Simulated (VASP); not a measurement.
Calculation: PBE GGA, VASP's PBE PAW potentials (set 64) (plane waves; VASP 6.6.1).

The input files of a VASP run:

INCAR:
```
SYSTEM = BRh
PREC = Accurate
ENCUT = 520
EDIFF = 1E-6
NELM = 100
ALGO = Normal
LREAL = .FALSE.
LASPH = .TRUE.
ISMEAR = 1
SIGMA = 0.1
GGA = PE
LMAXMIX = 4
LWAVE = .FALSE.
LCHARG = .FALSE.
ISIF = 2
NBANDS = 26
```

POSCAR:
```
BRh
1
    0.0000000000     2.2520630000     2.2520630000
    2.2520630000     0.0000000000     2.2520630000
    2.2520630000     2.2520630000     0.0000000000
B Rh
1 1
Direct
  0.0000000000   0.0000000000   0.0000000000
  0.5000000000   0.5000000000   0.5000000000
```

### KPOINTS
```
Automatic mesh
0
Gamma
13 13 13
0 0 0
```

POTCAR, in this order: B Rh_pv (PBE.64 set). Program: vasp_std.

### Question
Estimate the energy per atom (σ→0), pressure, band gap (on the k-mesh).

### Answer

- energy per atom (σ→0) = -6974 meV/atom
- band gap (on the k-mesh) = none (metal, semimetal or under 0.01 eV)
- pressure = -16.41 GPa

### OSZICAR
```
...
DAV:   5    -0.150413189656E+02   -0.99328E-04   -0.99325E-04  4936   0.178E-01    0.144E+01
DAV:   6    -0.144250269929E+02    0.61629E+00   -0.20839E+00  4890   0.164E+01    0.566E+00
DAV:   7    -0.139506883510E+02    0.47434E+00   -0.58847E-01  4690   0.711E+00    0.306E+00
DAV:   8    -0.139497534649E+02    0.93489E-03   -0.97521E-03  5002   0.730E-01    0.964E-01
DAV:   9    -0.139488356828E+02    0.91778E-03   -0.13811E-03  4832   0.333E-01    0.360E-02
DAV:  10    -0.139488411227E+02   -0.54398E-05   -0.42714E-05  4846   0.517E-02    0.328E-02
DAV:  11    -0.139488403171E+02    0.80557E-06   -0.35644E-06  4994   0.164E-02
   1 F= -.13948840E+02 E0= -.13948756E+02  d E =-.251586E-03
```

The structure was generated: BRh was put into the rocksalt type (Fm-3m), which need not be its known phase. The cell was not relaxed at this level. The run is one of a series of settings (NBANDS = 26 against the base run), some of them coarse on purpose.
